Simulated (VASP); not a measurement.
Here is a VASP 6.6.1 calculation.

INCAR

```
SYSTEM = HfRu
ALGO = Fast ; EDIFF = 1E-7
ENCUT = 520 ; ISIF = 2
ISMEAR = -1 ; LASPH = .True.
LCHARG = .False. ; LREAL = .False.
LWAVE = .False. ; NBANDS = 19
NELM = 100 ; PREC = Accurate
SIGMA = 0.05
```

The input KPOINTS:

```
k-points
0
Gamma
  10 10 10
  0 0 0
```

POSCAR

```
HfRu
1.0
    3.1816614887      0.0000000000      0.0000000000
    0.0000000000      3.1816614887      0.0000000000
    0.0000000000      0.0000000000      3.1816614887
Hf Ru
1 1
Direct
    0.0000000000      0.0000000000      0.0000000000
    0.5000000000      0.5000000000      0.5000000000
```

Potentials or basis: VASP PAW LDA potentials, release 64 (Hf_pv, Ru_pv).

Launch:

```sh
$ cat potpaw_LDA.64/Hf_pv/POTCAR potpaw_LDA.64/Ru_pv/POTCAR > POTCAR
$ mpirun -np 1 vasp_std > vasp.out
```

(1) Predict the band gap on the k mesh.

(2) What does it give for the pressure?

Answers

(1) none (metal or under the smearing width).

(2) -0.4 GPa.
